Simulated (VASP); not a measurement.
Data:

```
CELL_PARAMETERS angstrom
      1.58463    -2.74466     0.00000
      1.58463     2.74466     0.00000
      0.00000     0.00000     3.54693
ATOMIC_POSITIONS crystal
  Zr 0.00000 0.00000 0.00000
  B  0.33333 0.66667 0.50000
  B  0.66667 0.33333 0.50000
```

All values below come from PBE GGA, VASP's PBE PAW potentials (set 64) (plane waves; VASP). Settings: 600 eV cut-off, 10×10×8 Γ-centred mesh, first-order Methfessel-Paxton smearing of 0.10 eV, potentials Zr_sv B.

Energy and stress use the plane-wave basis of the starting cell.

**Question.** The ions, cell shape and volume at an external pressure of 30.0 GPa are relaxed. Which structure does the run end with?

**Answer.** 
```
CELL_PARAMETERS angstrom
      1.53428    -2.65745     0.00000
      1.53428     2.65745     0.00000
      0.00000     0.00000     3.41556
ATOMIC_POSITIONS crystal
  Zr 0.00000 0.00000 0.00000
  B  0.33333 0.66667 0.50000
  B  0.66667 0.33333 0.50000
```
Space group P6/mmm (191), at a tolerance of 0.03 Å.

**Question.** How do energy and volume change from the first to the last step?

**Answer.** The energy (σ→0) changes by +86.6 meV/atom and the volume by -9.7 %, in 9 ionic steps.

```
step  E(σ→0) (eV)  max force (eV/Å)  pressure (GPa)  volume (Å³)
----  -----------  ----------------  --------------  -----------
1        -24.9768             0.000            0.15        30.85
2        -22.6229             0.000          122.36        23.06
3        -24.7486             0.000           27.86        28.03
4        -24.7226             0.000           29.65        27.89
5        -24.7119             0.000           30.37        27.83
6        -24.7111             0.000           30.41        27.82
7        -24.7112             0.000           30.41        27.82
8        -24.7266             0.000           29.37        27.90
9        -24.7171             0.000           30.01        27.85
```

The compound is ZrB2 in the AlB2 type structure. This run relaxes it under an external pressure of 30 GPa. Symmetry was kept, so distortions that lower it aren't found.
